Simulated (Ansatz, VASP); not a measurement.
## Two plane-wave programs on CaScB2

```xyz
4
Lattice="4.4107 0.0000 0.0000 0.0000 4.4107 0.0000 0.0000 0.0000 3.0594" Properties=species:S:1:pos:R:3 pbc="T T T"
Ca    2.2053    2.2053    1.5297
Sc    0.0000    0.0000    1.5297
B     0.0000    2.2053    0.0000
B     2.2053    0.0000    0.0000
```

Alike in both runs: functional PBE; k mesh 10 × 10 × 14; occupations gaussian, width 0.1 eV; no spin polarisation.

Ansatz relaxed the structure, and its values are those at the end. VASP's run is a single point on that final structure, the one shown.

```csv
,VASP,Ansatz
version,VASP 6.6.1,Ansatz 0.2.0
potentials or method,"VASP PAW PBE potentials, release 64 (Ca_sv, Sc_sv, B)","scalar-relativistic, plane waves, PAW"
plane-wave cutoff (eV),520,420
valence electrons in the cell,27,27
```

|  | VASP | Ansatz | Ansatz less VASP |
| --- | --- | --- | --- |
| gap on the k mesh at the Fermi level (eV) | none | none | - |
| pressure (GPa) | 0.3 | 0.0 | -0.26 |

A gap of «none» marks a metal or a gap that the smearing closes.
